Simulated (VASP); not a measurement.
Ru12N: relaxation of the atoms with RPBE

The system is Ru12N, a slab with vacuum.

```
CELL_PARAMETERS angstrom
5.46240 0.00000 0.00000
-2.73120 4.73058 0.00000
0.00000 0.00000 23.32003
ATOMIC_POSITIONS crystal
Ru 0.16667 0.33333 0.36449
Ru 0.16667 0.83333 0.36449
Ru 0.66667 0.33333 0.36449
Ru 0.66667 0.83333 0.36449
Ru 0.33333 0.16667 0.45712
Ru 0.33333 0.66667 0.45712
Ru 0.83333 0.16667 0.45712
Ru 0.83333 0.66667 0.45712
Ru 0.16667 0.33333 0.54974
Ru 0.16667 0.83333 0.54974
Ru 0.66667 0.33333 0.54974
Ru 0.66667 0.83333 0.54974
N 0.83333 0.66667 0.61407
```

* Program: VASP 6.6.1
* Task: relaxation of the atoms
* Functional: RPBE
* Potentials or basis: VASP PAW PBE potentials, release 64 (Ru_pv, N)
* Cutoff: 450 eV
* k mesh: 6 × 6 × 1
* Occupations: methfessel-paxton, width 0.1 eV
* Spin: no spin polarisation
* Dipole correction: yes
* Atoms held fixed (from 0): [0, 1, 2, 3]
* Further INCAR settings: PREC = Normal; LREAL = Auto; ALGO = Normal; EDIFF = 1e-06; IBRION = 2; EDIFFG = -0.03; NSW = 90

| Quantity | Value |
| --- | --- |
| Energy gained by relaxing | 88.4 meV/atom |
| Ionic steps | 24 |
| Band gap on the k mesh | none (metal or under the smearing width) |

The path:
```csv
step,energy change (eV),largest force (eV/Å),pressure (GPa)
1,0.0000,4.0517,-4.09
2,-0.6653,1.5744,-3.39
3,-0.7016,1.2019,-3.03
4,-0.9259,0.7916,-2.75
5,-1.0400,0.7147,-2.37
6,-0.7974,2.0550,-1.05
7,-1.0517,0.6927,-2.22
8,-1.0533,0.6884,-2.16
9,-1.1037,0.4737,-1.85
10,-1.1158,0.3841,-1.74
11,-1.1227,0.4945,-1.51
12,-1.1228,0.3521,-1.59
13,-1.1399,0.2995,-1.46
14,-1.1398,0.2907,-1.47
15,-1.1433,0.3942,-1.31
16,-1.1461,0.3556,-1.39
17,-1.1461,0.3528,-1.41
18,-1.1477,0.3781,-1.33
19,-1.1477,0.3776,-1.33
20,-1.1483,0.3770,-1.30
21,-1.1483,0.3765,-1.30
22,-1.1487,0.3842,-1.27
23,-1.1487,0.3829,-1.27
24,-1.1486,0.3809,-1.28
```

Final structure:
```cif
data_structure
_symmetry_space_group_name_H-M 'P 1'
_symmetry_Int_Tables_number 1
_cell_length_a 5.4624
_cell_length_b 5.4624
_cell_length_c 23.3200
_cell_angle_alpha 90.000
_cell_angle_beta 90.000
_cell_angle_gamma 120.000
_cell_volume 602.60
loop_
_atom_site_label
_atom_site_type_symbol
_atom_site_fract_x
_atom_site_fract_y
_atom_site_fract_z
_atom_site_occupancy
Ru1 Ru 0.16667 0.33333 0.36449 1
Ru2 Ru 0.16667 0.83333 0.36449 1
Ru3 Ru 0.66667 0.33333 0.36449 1
Ru4 Ru 0.66667 0.83333 0.36449 1
Ru5 Ru 0.33699 0.16301 0.45560 1
Ru6 Ru 0.33699 0.67399 0.45560 1
Ru7 Ru 0.82601 0.16301 0.45560 1
Ru8 Ru 0.83333 0.66667 0.45139 1
Ru9 Ru 0.16667 0.33333 0.54291 1
Ru10 Ru 0.18191 0.84095 0.54669 1
Ru11 Ru 0.65905 0.31809 0.54669 1
Ru12 Ru 0.65905 0.84095 0.54669 1
N1 N 0.83333 0.66667 0.59208 1
```

Levels at points of the mesh, in eV from the Fermi level:
```tsv
k point	band 84	band 85	band 86	band 87	band 88	band 89	band 90	band 91
(0.00, 0.00, 0.00)	0.27	0.33	0.33	0.73	0.73	1.00	1.00	1.04
(0.50, 0.00, 0.00)	-0.75	-0.71	-0.38	-0.33	-0.28	-0.21	0.01	0.04
```

Wall time 18 min on 4 MPI ranks on Intel(R) Xeon(R) Platinum 8488C (Sapphire Rapids), on a shared host, peak memory 0.51 GiB a rank.

Caveat: the cutoff is under 1.25 times the usual one of these potentials, so pressure, stress and relaxed cells hold a basis-set (Pulay) error; the PAW data sets were made with another functional, which shifts forces and pressure a little.
